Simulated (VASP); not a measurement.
A run of VASP 6.6.1 is set up as follows.

INCAR

```
PREC = Accurate
ENCUT = 520
EDIFF = 1E-6
ISMEAR = 0
SIGMA = 0.1
LREAL = False
LASPH = True
NELM = 100
ALGO = Fast
ISIF = 2
LWAVE = False
LCHARG = False
GGA = PE
NBANDS = 24
```

KPOINTS

```
regular mesh
0
Gamma
  18 18 6
```

Contents of POSCAR:

```
MgW
1.0
    2.8503649328      0.0000000000      0.0000000000
   -1.4251824664      2.4684884419      0.0000000000
    0.0000000000      0.0000000000      9.8372630460
Mg W
2 2
Direct
    0.0000000000      0.0000000000      0.0000000000
    0.0000000000      0.0000000000      0.5000000000
    0.3333333333      0.6666666667      0.2500000000
    0.6666666667      0.3333333333      0.7500000000
```

Potentials or basis: VASP PAW PBE potentials, release 64 (Mg, W_sv).

Run with:

```sh
$ cat potpaw_PBE.64/Mg/POTCAR potpaw_PBE.64/W_sv/POTCAR > POTCAR
$ mpirun -np 1 vasp_std > vasp.out
```

Estimate the pressure.

0.1 GPa.

What does it give for the band gap on the k mesh?

None (metal or under the smearing width).

Stress tensor (GPa, compression positive):
```
 0.14  0.00  0.00
 0.00  0.14  0.00
 0.00  0.00 -0.09
```

The run has no spin-orbit coupling, so splittings on W are missing.
